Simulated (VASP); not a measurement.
These are RPBE GGA, VASP's PBE PAW potentials (set 64) (plane waves; VASP) values and carry that method's errors.

VASP input:

INCAR:
```
! general
SYSTEM  = La2O3
PREC    = Accurate
ENCUT   = 520
LREAL   = .False.
LASPH   = .True.
ICHARG  = 11

! electronic loop
EDIFF   = 1E-7
NELM    = 100
ALGO    = Normal
LMAXMIX = 6

! smearing
ISMEAR  = 0
SIGMA   = 0.05

! functional
GGA     = RP

! output
LWAVE   = .False.
LCHARG  = .False.
LORBIT  = 11
```

**POSCAR**
```
La2O3
3.9609490
  0.4999999962  -0.8660253738   0.0000000000
  0.4999999962   0.8660253738   0.0000000000
  0.0000000000   0.0000000000   1.5854346085
La O
2 3
Cart
  0.4999999962   0.2886757020   0.3941769903
  0.4999999962  -0.2886757020   1.1912576182
  0.0000000000   0.0000000000   1.5854346085
  0.4999999962   0.2886757020   1.0228537196
  0.4999999962  -0.2886757020   0.5625808888
```

**KPOINTS**
```
k-points along high-symmetry lines
10
Line-mode
Reciprocal
  0.000000   0.000000   0.000000 ! GAMMA
  0.500000   0.000000   0.000000 ! M

  0.500000   0.000000   0.000000 ! M
  0.333333   0.333333   0.000000 ! K

  0.333333   0.333333   0.000000 ! K
  0.000000   0.000000   0.000000 ! GAMMA

  0.000000   0.000000   0.000000 ! GAMMA
  0.000000   0.000000   0.500000 ! A

  0.000000   0.000000   0.500000 ! A
  0.500000   0.000000   0.500000 ! L

  0.500000   0.000000   0.500000 ! L
  0.333333   0.333333   0.500000 ! H

  0.333333   0.333333   0.500000 ! H
  0.000000   0.000000   0.500000 ! A

  0.500000   0.000000   0.500000 ! L
  0.500000   0.000000   0.000000 ! M

  0.333333   0.333333   0.500000 ! H
  0.333333   0.333333   0.000000 ! K
```

POTCAR, in this order: La O (PBE.64 set). Program: vasp_std. Read from the step before: CHGCAR.

Output

File OUTCAR:
```
 ion  position               nearest neighbor table
   1  0.333  0.667  0.249-   5 2.38   5 2.38   5 2.38   4 2.49   3 2.77   3 2.77   3 2.77
   2  0.667  0.333  0.751-   4 2.38   4 2.38   4 2.38   5 2.49   3 2.77   3 2.77   3 2.77
   3  0.000  0.000  0.000-   1 2.77   2 2.77   2 2.77   1 2.77   2 2.77   1 2.77
   4  0.333  0.667  0.645-   2 2.38   2 2.38   2 2.38   1 2.49
   5  0.667  0.333  0.355-   1 2.38   1 2.38   1 2.38   2 2.49
  LATTYP: Found a hexagonal cell.
 ALAT       =     3.9609488897
 C/A-ratio  =     1.5854346526
 Subroutine PRICEL returns:
 Original cell was already a primitive cell.
 Subroutine GETGRP returns: Found 12 space group operations
The static configuration has the point symmetry D_3d.
The dynamic configuration has the point symmetry D_3d.
 Subroutine INISYM returns: Found 12 space group operations
   k-points           NKPTS =     90   k-points in BZ     NKDIM =     90   number of bands    NBANDS=     24
   number of dos      NEDOS =    301   number of ions     NIONS =      5
   total plane-waves  NPLWV =  43200
   dimension x,y,z NGX =    30 NGY =   30 NGZ =   48
   dimension x,y,z NGXF=    60 NGYF=   60 NGZF=   96
   ions per type =               2   3
   PREC   = accura    normal or accurate (medium, high low for compatibility)
   ISTART =      0    job   : 0-new  1-cont  2-samecut
   ICHARG =     11    charge: 1-file 2-atom 10-const
   ISPIN  =      1    spin polarized calculation?
   LNONCOLLINEAR =      F non collinear calculations
   LSORBIT =      F    spin-orbit coupling
   INIWAV =      1    electr: 0-lowe 1-rand  2-diag
   ENCUT  =  520.0 eV  38.22 Ry    6.18 a.u.   7.36  7.36 11.68*2*pi/ulx,y,z
   NELM   =    100;   NELMIN=  2; NELMDL= -5     # of ELM steps
   EDIFF  = 0.1E-06   stopping-criterion for ELM
   LREAL  =      F    real-space projection
   NLSPLINE    = F    spline interpolate recip. space projectors
   LMAXMIX     =    6 max onsite mixed and CHGCAR
   VOSKOWN=      0    Vosko Wilk Nusair interpolation
   EDIFFG = 0.1E-05   stopping-criterion for IOM
   NSW    =      0    number of steps for IOM
   NBLOCK =      1;   KBLOCK =      1    inner block; outer block
   IBRION =     -1    ionic relax: 0-MD 1-quasi-New 2-CG
   NFREE  =      0    steps in history (QN), initial steepest desc. (CG)
...
```

**OSZICAR**
```
       N       E                     dE             d eps       ncg     rms          rms(c)
DAV:   1     0.438385547816E+03    0.43839E+03   -0.15835E+04  4352   0.255E+03
DAV:   2     0.688103350198E+02   -0.36958E+03   -0.36457E+03  6352   0.395E+02
DAV:   3    -0.247250836145E+02   -0.93535E+02   -0.92534E+02  8376   0.206E+02
DAV:   4    -0.390399647991E+02   -0.14315E+02   -0.13917E+02  7880   0.761E+01
DAV:   5    -0.398538424807E+02   -0.81388E+00   -0.81357E+00  7632   0.199E+01
DAV:   6    -0.399283804948E+02   -0.74538E-01   -0.74534E-01  7984   0.533E+00
DAV:   7    -0.399323916120E+02   -0.40111E-02   -0.40110E-02  7872   0.147E+00
DAV:   8    -0.399327458543E+02   -0.35424E-03   -0.35424E-03  7936   0.417E-01
DAV:   9    -0.399327728766E+02   -0.27022E-04   -0.27022E-04  7920   0.116E-01
DAV:  10    -0.399327756318E+02   -0.27552E-05   -0.27552E-05  7896   0.331E-02
DAV:  11    -0.399327758566E+02   -0.22475E-06   -0.22479E-06  6312   0.999E-03
DAV:  12    -0.399327758766E+02   -0.19963E-07   -0.19944E-07  4928   0.336E-03
   1 F= -.39932776E+02 E0= -.39932776E+02  d E =-.133737E-17
```

File OUTCAR:
```
 val. band max:        5.7076818366   @ k =   0.5000   0.0000   0.5000

 cond. band min:       9.5978022477   @ k =   0.5000   0.0000   0.0000



 k-point     1 :       0.0000    0.0000    0.0000
  band No.  band energies     occupation
      1     -24.2863      2.00000
      2     -24.1001      2.00000
      3     -11.1542      2.00000
      4     -10.0035      2.00000
      5      -9.5073      2.00000
      6      -7.7433      2.00000
      7      -7.7432      2.00000
      8      -7.5584      2.00000
      9      -7.5583      2.00000
     10      -7.4985      2.00000
     11      -6.7296      2.00000
     12       3.5026      2.00000
     13       3.5026      2.00000
     14       3.5862      2.00000
     15       3.5862      2.00000
     16       3.6637      2.00000
     17       4.1811      2.00000
     18       5.4219      2.00000
     19       5.4220      2.00000
     20       5.6572      2.00000
     21       9.9752      0.00000
     22      10.3210      0.00000
     23      10.3210      0.00000
     24      10.7112      0.00000

 k-point     2 :       0.0556    0.0000    0.0000
  band No.  band energies     occupation
      1     -24.2817      2.00000
      2     -24.0979      2.00000
      3     -11.1555      2.00000
      4     -10.0629      2.00000
      5      -9.5516      2.00000
      6      -7.7544      2.00000
      7      -7.6964      2.00000
      8      -7.5622      2.00000
      9      -7.5173      2.00000
     10      -7.5014      2.00000
     11      -6.7319      2.00000
     12       3.5174      2.00000
     13       3.5350      2.00000
     14       3.5411      2.00000
     15       3.6060      2.00000
     16       3.6758      2.00000
     17       4.2765      2.00000
     18       5.3775      2.00000
     19       5.4170      2.00000
     20       5.6428      2.00000
     21      10.0086      0.00000
     22      10.3182      0.00000
     23      10.3371      0.00000
     24      10.7272      0.00000

...
```

The density is held fixed in this step, so its total energy and stress have no physical meaning.

The compound is La2O3 in the a-type structure. It was relaxed first.
